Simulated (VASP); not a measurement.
These are PBE GGA, VASP's PBE PAW potentials (set 64) (plane waves; VASP 6.6.1) values and carry that method's errors.

VASP input:

**INCAR**
```
! general
SYSTEM  = PSi63
PREC    = Normal
ENCUT   = 400
LREAL   = Auto
LASPH   = .TRUE.
ISYM    = 0
NELECT  = 259.0

! electronic loop
EDIFF   = 1E-5
NELM    = 100
NELMIN  = 4
ALGO    = Fast

! smearing
ISMEAR  = 0
SIGMA   = 0.05

! functional
GGA     = PE

! spin
ISPIN   = 2
MAGMOM  = 64*0.0156
NUPDOWN = 1

! ions
IBRION  = 2
NSW     = 60
ISIF    = 2
EDIFFG  = -0.03

! output
LWAVE   = .FALSE.
LCHARG  = .FALSE.
LORBIT  = 10
```

KPOINTS:
```
Automatic mesh
0
Gamma
1 1 1
0 0 0
```

**POSCAR**
```
PSi63
1
   10.9370747004     0.0000000000     0.0000000000
    0.0000000000    10.9370747004     0.0000000000
   -0.0000000000    -0.0000000000    10.9370747004
Si P
63 1
Direct
  0.5000000000   0.0000000000   0.0000000000
  0.6250000000   0.1250000000   0.1250000000
  0.7500000000   0.2500000000   0.0000000000
  0.8750000000   0.3750000000   0.1250000000
  0.7500000000   0.0000000000   0.2500000000
  0.8750000000   0.1250000000   0.3750000000
  0.0000000000   0.0000000000   0.0000000000
  0.1250000000   0.1250000000   0.1250000000
  0.2500000000   0.2500000000   0.0000000000
  0.3750000000   0.3750000000   0.1250000000
  0.5000000000   0.5000000000   0.0000000000
  0.6250000000   0.6250000000   0.1250000000
  0.7500000000   0.7500000000   0.0000000000
  0.8750000000   0.8750000000   0.1250000000
  0.2500000000   0.0000000000   0.2500000000
  0.3750000000   0.1250000000   0.3750000000
  0.5000000000   0.2500000000   0.2500000000
  0.6205650000   0.3716820000   0.3763380000
  0.7500000000   0.5000000000   0.2500000000
  0.8750000000   0.6250000000   0.3750000000
  0.5000000000   0.0000000000   0.5000000000
  0.6250000000   0.1250000000   0.6250000000
  0.7500000000   0.2500000000   0.5000000000
  0.8750000000   0.3750000000   0.6250000000
  0.7500000000   0.0000000000   0.7500000000
  0.8750000000   0.1250000000   0.8750000000
  0.0000000000   0.5000000000   0.0000000000
  0.1250000000   0.6250000000   0.1250000000
  0.2500000000   0.7500000000   0.0000000000
  0.3750000000   0.8750000000   0.1250000000
  0.0000000000   0.2500000000   0.2500000000
  0.1250000000   0.3750000000   0.3750000000
  0.2500000000   0.5000000000   0.2500000000
  0.3707220000   0.6222230000   0.3728170000
  0.5000000000   0.7500000000   0.2500000000
  0.6250000000   0.8750000000   0.3750000000
  0.0000000000   0.0000000000   0.5000000000
  0.1250000000   0.1250000000   0.6250000000
  0.2500000000   0.2500000000   0.5000000000
  0.3782640000   0.3704940000   0.6215440000
  0.6276300000   0.6222560000   0.6244680000
  0.7500000000   0.7500000000   0.5000000000
  0.8750000000   0.8750000000   0.6250000000
  0.2500000000   0.0000000000   0.7500000000
  0.3750000000   0.1250000000   0.8750000000
  0.5000000000   0.2500000000   0.7500000000
  0.6250000000   0.3750000000   0.8750000000
  0.7500000000   0.5000000000   0.7500000000
  0.8750000000   0.6250000000   0.8750000000
  0.0000000000   0.7500000000   0.2500000000
  0.1250000000   0.8750000000   0.3750000000
  0.0000000000   0.5000000000   0.5000000000
  0.1250000000   0.6250000000   0.6250000000
  0.2500000000   0.7500000000   0.5000000000
  0.3750000000   0.8750000000   0.6250000000
  0.0000000000   0.2500000000   0.7500000000
  0.1250000000   0.3750000000   0.8750000000
  0.2500000000   0.5000000000   0.7500000000
  0.3750000000   0.6250000000   0.8750000000
  0.5000000000   0.7500000000   0.7500000000
  0.6250000000   0.8750000000   0.8750000000
  0.0000000000   0.7500000000   0.7500000000
  0.1250000000   0.8750000000   0.8750000000
  0.4980750000   0.5003670000   0.4964480000
```

POTCAR, in this order: Si P (PBE.64 set). Program: vasp_gam.

**Question.** What will the output report for the number of irreducible k-points (NKPTS), largest plane-wave count, FFT grid (NGX, NGY, NGZ)?

**Answer.** 
```json
{
  "number of irreducible k-points (NKPTS)": "1",
  "largest_plane_wave_count": "11924",
  "FFT grid (NGX, NGY, NGZ)": "54 × 54 × 54"
}
```

The cell is a supercell with a defect, built from Si (diamond): P_Si, charge -2.
